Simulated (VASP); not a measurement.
# Ti: surface energy and work function by face, part 2 of 5

Which face of Ti is cheapest, and which holds its electrons hardest?

VASP 6.6.1; r2SCAN; plane waves and PAW (Ti).

So far. Step 3 (The bulk reference, job self-consistent run, k-mesh …): The run ends at a pressure of -0.09 GPa.

**4. Relaxing the slab, 8 atoms, face Ti(0001)**

System of this step: Ti(0001). The cell holds 8 atoms: 8 Ti. Its edges and angles: a = 2.921 Å, b = 2.921 Å, c = 31.127 Å, α = 90.0°, β = 90.0°, γ = 60.0°. It derives from Ti. 8 layers of hcp Ti, cut at this functional's lattice. Vacuum lies along c.

All atoms relax at the fixed cell.

File INCAR:

```
SYSTEM = Ti
PREC = Normal
ENCUT = 320
EDIFF = 1E-05
NELM = 120
ISMEAR = 1
SIGMA = 0.15
LREAL = .FALSE.
ALGO = Normal
METAGGA = R2SCAN
LASPH = .TRUE.
NBANDS = 24
LORBIT = 11
LWAVE = .FALSE.
LCHARG = .FALSE.
KPAR = 4
IBRION = 2
NSW = 40
ISIF = 2
EDIFFG = -0.03
POTIM = 0.4
MAXMIX = 40
```

File POSCAR:

```
Ti
1.0
    2.9213449237      0.0000000000      0.0000000000
    1.4606724618      2.5299589171      0.0000000000
    0.0000000000      0.0000000000     31.1268614650
Ti
8
Direct
    0.6666666700      0.6666666700      0.2409494500
    0.0000000000      0.0000000000      0.3149638900
    0.6666666700      0.6666666700      0.3889783300
    0.0000000000      0.0000000000      0.4629927800
    0.6666666700      0.6666666700      0.5370072200
    0.0000000000      0.0000000000      0.6110216700
    0.6666666700      0.6666666700      0.6850361100
    0.0000000000      0.0000000000      0.7590505500
```

File KPOINTS:

```
Automatic mesh
0
Gamma
12 12 1
0 0 0
```

Potentials, in the order of the species: Ti (PBE family, release 64).

Command:

```console
> mpirun -np 4 vasp_std
```

The log of the run:

```text
[banner, memory and clock lines left out]
running    4 mpi-ranks, on    1 nodes
 distrk:  each k-point on    1 cores,    4 groups
 distr:  one band on    1 cores,    1 groups

 POSCAR found type information on POSCAR Ti
 POSCAR found :  1 types and       8 ions
 [... a notice as in an earlier step ...]

 LDA part: xc-table for (None), standard interpolation
 POSCAR, INCAR and KPOINTS ok, starting setup
 FFT: planning ... GRIDC
 FFT: planning ... GRID_SOFT
 FFT: planning ... GRID
 WAVECAR not read
 entering main loop
       N       E                     dE             d eps       ncg     rms          rms(c)
DAV:   1     0.761991753384E+02    0.76199E+02   -0.80466E+03   912   0.765E+02
DAV:   2    -0.913571660729E+02   -0.16756E+03   -0.15707E+03  1032   0.199E+02
DAV:   3    -0.108308198081E+03   -0.16951E+02   -0.15762E+02  1368   0.623E+01
DAV:   4    -0.109137577162E+03   -0.82938E+00   -0.80455E+00  1448   0.149E+01
DAV:   5    -0.109160871505E+03   -0.23294E-01   -0.22984E-01  1376   0.229E+00    0.305E+01
DAV:   6    -0.234978218472E+03   -0.12582E+03   -0.12482E+03  1824   0.110E+02    0.575E+01
DAV:   7    -0.126239774051E+03    0.10874E+03   -0.19819E+03  1696   0.126E+02    0.288E+01
DAV:   8    -0.129837255927E+03   -0.35975E+01   -0.50537E+02  1640   0.138E+02    0.402E+01
DAV:   9    -0.101894649981E+03    0.27943E+02   -0.20850E+02  1632   0.933E+01    0.134E+01
DAV:  10    -0.103589502710E+03   -0.16949E+01   -0.18274E+01  1448   0.231E+01    0.127E+01
DAV:  11    -0.102872321339E+03    0.71718E+00   -0.25337E+00  1456   0.937E+00    0.101E+01
DAV:  12    -0.101760910168E+03    0.11114E+01   -0.14334E+00  1344   0.876E+00    0.625E+00
DAV:  13    -0.101428301652E+03    0.33261E+00   -0.42633E-01  1328   0.436E+00    0.499E+00
DAV:  14    -0.101175975947E+03    0.25233E+00   -0.47750E-01  1416   0.390E+00    0.364E+00
DAV:  15    -0.100862113663E+03    0.31386E+00   -0.67008E-01  1200   0.593E+00    0.152E+00
DAV:  16    -0.100825473732E+03    0.36640E-01   -0.13210E-01  1360   0.211E+00    0.982E-01
DAV:  17    -0.100810680683E+03    0.14793E-01   -0.23207E-02  1336   0.832E-01    0.835E-01
DAV:  18    -0.100798655484E+03    0.12025E-01   -0.53061E-02  1152   0.169E+00    0.292E-01
DAV:  19    -0.100802582933E+03   -0.39274E-02   -0.16403E-02  1240   0.779E-01    0.438E-01
DAV:  20    -0.100799486353E+03    0.30966E-02   -0.95911E-03  1224   0.703E-01    0.198E-01
DAV:  21    -0.100799845797E+03   -0.35944E-03   -0.20809E-03  1312   0.301E-01    0.839E-02
DAV:  23    -0.100800203599E+03   -0.19402E-03   -0.62477E-04  1336   0.123E-01    0.257E-02
DAV:  24    -0.100800264201E+03   -0.60602E-04   -0.93875E-05  1216   0.580E-02    0.159E-02
DAV:  25    -0.100800535275E+03   -0.27107E-03   -0.16464E-04  1152   0.656E-02    0.188E-02
DAV:  26    -0.100800628223E+03   -0.92948E-04   -0.33640E-05   976   0.299E-02    0.118E-02
DAV:  27    -0.100800667186E+03   -0.38962E-04   -0.19759E-05   936   0.291E-02    0.206E-03
DAV:  28    -0.100800677443E+03   -0.10257E-04   -0.24661E-06   824   0.104E-02    0.174E-03
DAV:  29    -0.100800680513E+03   -0.30705E-05   -0.83214E-07   792   0.628E-03
   1 F= -.10080068E+03 E0= -.10079949E+03  d E =-.100801E+03
 curvature:   0.00 expect dE= 0.000E+00 dE for cont linesearch  0.000E+00
 trial: gam= 0.00000 g(F)=  0.635E-01 g(S)=  0.000E+00 ort = 0.000E+00 (trialstep = 0.100E+01)
 search vector abs. value=  0.635E-01
 bond charge predicted
       N       E                     dE             d eps       ncg     rms          rms(c)
DAV:   1    -0.100857018719E+03   -0.56341E-01   -0.20209E+00   912   0.650E+00    0.583E-01
DAV:   2    -0.100866215356E+03   -0.91966E-02   -0.10123E-01  1456   0.209E+00    0.796E-01
DAV:   3    -0.100857560170E+03    0.86552E-02   -0.69219E-02  1304   0.191E+00    0.375E-01
DAV:   4    -0.100857168949E+03    0.39122E-03   -0.20497E-02  1208   0.101E+00    0.148E-01
DAV:   5    -0.100857054066E+03    0.11488E-03   -0.16968E-03  1376   0.228E-01    0.880E-02
DAV:   6    -0.100857073801E+03   -0.19735E-04   -0.38683E-04  1392   0.967E-02    0.477E-02
DAV:   7    -0.100857125101E+03   -0.51300E-04   -0.92092E-05  1368   0.419E-02    0.315E-02
DAV:   8    -0.100857119284E+03    0.58166E-05   -0.71551E-05  1296   0.480E-02
   2 F= -.10085712E+03 E0= -.10085643E+03  d E =-.564388E-01
[...]
3 F= -.10091650E+03 E0= -.10091560E+03  d E =-.115822E+00
[...]
4 F= -.10091686E+03 E0= -.10091588E+03  d E =-.116176E+00
[...]
5 F= -.10091688E+03 E0= -.10091593E+03  d E =-.116197E+00
[...]
6 F= -.10091821E+03 E0= -.10091739E+03  d E =-.132876E-02
 trial-energy change:   -0.001329  1 .order   -0.001334   -0.001527   -0.001142
 step:   5.7461(harm=  5.7461)  dis= 0.02030  next Energy=  -100.919906 (dE=-0.303E-02)
 bond charge predicted
       N       E                     dE             d eps       ncg     rms          rms(c)
DAV:   1    -0.100921538187E+03   -0.33344E-02   -0.59274E-01   912   0.361E+00    0.374E-01
DAV:   2    -0.100919602172E+03    0.19360E-02   -0.16417E-02  1312   0.112E+00    0.241E-02
DAV:   3    -0.100919817463E+03   -0.21529E-03   -0.65750E-04  1360   0.188E-01    0.236E-02
DAV:   4    -0.100919819441E+03   -0.19786E-05   -0.77417E-05  1304   0.548E-02
   7 F= -.10091982E+03 E0= -.10091936E+03  d E =-.294199E-02
 curvature:  -2.90 expect dE=-0.249E-03 dE for cont linesearch -0.406E-05
 trial: gam= 0.11135 g(F)=  0.858E-04 g(S)=  0.000E+00 ort =-0.386E-04 (trialstep = 0.231E+01)
 search vector abs. value=  0.904E-04
 reached required accuracy - stopping structural energy minimisation
```

The job ended after 2.5 min (4 MPI ranks of Intel Xeon Platinum 8488C (Sapphire Rapids), shared host; peak memory 0.77 GiB).

Parts of OUTCAR (step 4):

```text
  LATTYP: Found a hexagonal cell.
 ALAT       =     2.9213449236
 C/A-ratio  =    10.6549764847

 Subroutine GETGRP returns: Found 12 space group operations
 (whereof  6 operations were pure point group operations)

The static configuration has the point symmetry C_3v.
 The point group associated with its full space group is D_3d.

 Found     19 irreducible k-points:

   k-points           NKPTS =     19   k-points in BZ     NKDIM =     19   number of bands    NBANDS=     24

   dimension x,y,z NGX =    14 NGY =   14 NGZ =  140
   dimension x,y,z NGXF=    28 NGYF=   28 NGZF=  280

   ENCUT  =  320.0 eV  23.52 Ry    4.85 a.u.   4.26  4.26 45.40*2*pi/ulx,y,z

   NELECT =      32.0000    total number of electrons

 E-fermi :   0.1643

 k-point     1 :       0.0000    0.0000    0.0000
  band No.  band energies     occupation
    ...
      6      -3.3750      2.00000
      7      -2.9450      2.00000
      8      -2.7537      2.00000
      9      -0.1198      2.02218
     10      -0.0993      2.03226
     11       0.2155      0.45826
     12       0.3874     -0.05643
     13       0.5764     -0.00071
     14       0.6186     -0.00016
     15       0.8401     -0.00000
    ...

 k-point     2 :       0.0833    0.0000    0.0000
  band No.  band energies     occupation
    ...
      7      -2.7731      2.00000
      8      -2.5914      2.00000
      9      -0.2414      2.00088
     10      -0.1734      2.00653
     11       0.0227      2.03665
     12       0.2640      0.10626
     13       0.3909     -0.05434
     14       0.4174     -0.03821
     15       0.6568     -0.00004
     16       0.7162     -0.00000
    ...

  Total       -0.7979811     -0.7979811     -0.4796201      0.0000000     -0.0000000     -0.0000000
  in kB       -5.5573984     -5.5573984     -3.3402295      0.0000000     -0.0000000     -0.0000000
  external PRESSURE =      -4.8183421 kB  Pullay stress =       0.0000000 kB

  energy-cutoff  :      320.00
  volume of cell :      230.05
      direct lattice vectors                 reciprocal lattice vectors
     2.921344924  0.000000000  0.000000000     0.342308090 -0.197631668  0.000000000
     1.460672462  2.529958917  0.000000000     0.000000000  0.395263335  0.000000000
     0.000000000  0.000000000 31.126861465     0.000000000  0.000000000  0.032126593

 POSITION                                       TOTAL-FORCE (eV/Angst)
 -----------------------------------------------------------------------------------
      2.92134      1.68664      7.58597         0.000000      0.000000      0.009384
      0.00000      0.00000      9.72257        -0.000000     -0.000000      0.026291
      2.92134      1.68664     12.11229         0.000000      0.000000      0.000673
      2.92134      0.00000     14.39463         0.000000      0.000000      0.018233
      2.92134      1.68664     16.73224        -0.000000     -0.000000     -0.018233
      0.00000      0.00000     19.01457        -0.000000     -0.000000     -0.000673
      2.92134      1.68664     21.40429         0.000000      0.000000     -0.026291
      0.00000      0.00000     23.54089        -0.000000      0.000000     -0.009384
 -----------------------------------------------------------------------------------
    total drift:                               -0.000024     -0.000014      0.000183

  FREE ENERGIE OF THE ION-ELECTRON SYSTEM (eV)
  ---------------------------------------------------
  free  energy   TOTEN  =      -100.9198194411 eV

  energy  without entropy=     -100.9184513648  energy(sigma->0) =     -100.91936342

 total charge
# of ion       s       p       d       tot
------------------------------------------
    1        0.564   0.489   2.348   3.401
    2        0.563   0.662   2.372   3.597
    3        0.550   0.630   2.327   3.507
    4        0.553   0.639   2.335   3.527
    5        0.553   0.639   2.335   3.527
    6        0.550   0.630   2.327   3.507
    7        0.563   0.662   2.372   3.597
    8        0.564   0.489   2.348   3.401
--------------------------------------------------
tot          4.461   4.841  18.764  28.066

[... 1 part as in an earlier step ...]

[... 7 further parts left out ...]
```

CONTCAR:

```
Ti
   1.00000000000000
     2.9213449237000000    0.0000000000000000    0.0000000000000000
     1.4606724618000000    2.5299589171000001    0.0000000000000000
     0.0000000000000000    0.0000000000000000   31.1268614650000011
  Ti
     8
Direct
     0.6666666699999979    0.6666666699999979    0.2437113814878368
     0.0000000000000000    0.0000000000000000    0.3123530250910615
     0.6666666699999979    0.6666666699999979    0.3891266140619333
     1.0000000000000000    0.0000000000000000    0.4624502847781926
     0.6666666699999979    0.6666666699999979    0.5375497152218075
     0.0000000000000000    0.0000000000000000    0.6108733859380667
     0.6666666699999979    0.6666666699999979    0.6876469749089387
     0.0000000000000000    0.0000000000000000    0.7562886185121631
```

The run keeps the 12 symmetry operations of its start, so it cannot find a distortion of lower symmetry.

The steps of the relaxation:

```
step  energy less that of the first step (eV)  largest force (eV/Å)
   1                                   0.0000                0.6912
   2                                  -0.0564                0.5140
   3                                  -0.1158                0.0911
   4                                  -0.1162                0.0939
   5                                  -0.1162                0.0917
   6                                  -0.1175                0.0647
   7                                  -0.1191                0.0263
```

The atoms that moved most (Å):

```
atom     dx     dy      dz  length
 Ti8  0.000  0.000  -0.086   0.086
 Ti1  0.000  0.000   0.086   0.086
 Ti2  0.000  0.000  -0.081   0.081
 Ti7  0.000  0.000   0.081   0.081
 Ti5  0.000  0.000   0.017   0.017
 Ti4  0.000  0.000  -0.017   0.017
```

The relaxed structure:

```cif
data_structure
_symmetry_space_group_name_H-M 'P 1'
_symmetry_Int_Tables_number 1
_cell_length_a 2.9213
_cell_length_b 2.9213
_cell_length_c 31.1269
_cell_angle_alpha 90.000
_cell_angle_beta 90.000
_cell_angle_gamma 60.000
_cell_volume 230.05
loop_
_atom_site_label
_atom_site_type_symbol
_atom_site_fract_x
_atom_site_fract_y
_atom_site_fract_z
_atom_site_occupancy
Ti1 Ti 0.66667 0.66667 0.24371 1
Ti2 Ti 0.00000 0.00000 0.31235 1
Ti3 Ti 0.66667 0.66667 0.38913 1
Ti4 Ti 0.00000 0.00000 0.46245 1
Ti5 Ti 0.66667 0.66667 0.53755 1
Ti6 Ti 0.00000 0.00000 0.61087 1
Ti7 Ti 0.66667 0.66667 0.68765 1
Ti8 Ti 0.00000 0.00000 0.75629 1
```

This step gave:

- electronic steps: 62
- electrons: 32
- free energy (TOTEN): -100.9198 eV
- energy at zero smearing: -100.9194 eV
- Fermi energy: 0.1643 eV

The run ended after 7 ionic steps, 0.119 eV below its first step, once the forces on the free atoms met EDIFFG = -0.03.

(Continued in part 3 of 5.)

[Lines on the potential files, build, host, timing and source positions are cut from VASP's logs without a mark.]

[Logs are printed without paths, hosts, clocks, repeated set-up lines and the standing remarks that a program may print on its own settings, such as how far it seeks lower states.]

[Hosts, paths, dates, database ids (printed as entryN), source tags and the programs' standing remarks are cut or masked in the printed files.]

[Runs that stopped without an error message from VASP are left out.]

[In band tables of VASP the shares of atoms and orbitals are scaled to a sum of 1 inside the atoms' spheres.]
